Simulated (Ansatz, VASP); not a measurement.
## One calculation of PIr, two programs

```xyz
2
Lattice="0.0000 2.7106 2.7106 2.7106 0.0000 2.7106 2.7106 2.7106 0.0000" Properties=species:S:1:pos:R:3 pbc="T T T"
Ir    0.0000    0.0000    0.0000
P     1.3553    1.3553    1.3553
```

Alike in both runs: task single point; functional PBE; k mesh 12 × 12 × 12; occupations gaussian, width 0.05 eV; no spin polarisation.

|  | VASP | Ansatz |
| --- | --- | --- |
| version | VASP 6.6.1 | Ansatz 0.2.0 |
| potentials or method | VASP PAW PBE potentials, release 64 (Ir, P) | scalar-relativistic, plane waves, PAW |
| plane-wave cutoff (eV) | 520 | 420 |
| valence electrons in the cell | 14 | 22 |

Ansatz gave:

```
gap on the k mesh at the Fermi level (eV) : none
pressure (GPa)                            : -13.0
```

Q: Which values does VASP return?

A: gap on the k mesh at the Fermi level (eV): none; pressure (GPa): -12.7.

A gap of «none» marks a metal or a gap that the smearing closes. With one functional, cell and mesh, what is left measures potentials, basis and numerics. The two sets of potentials don't hold the same shells in valence.

Spin-orbit coupling is left out, which matters for the levels of Ir.
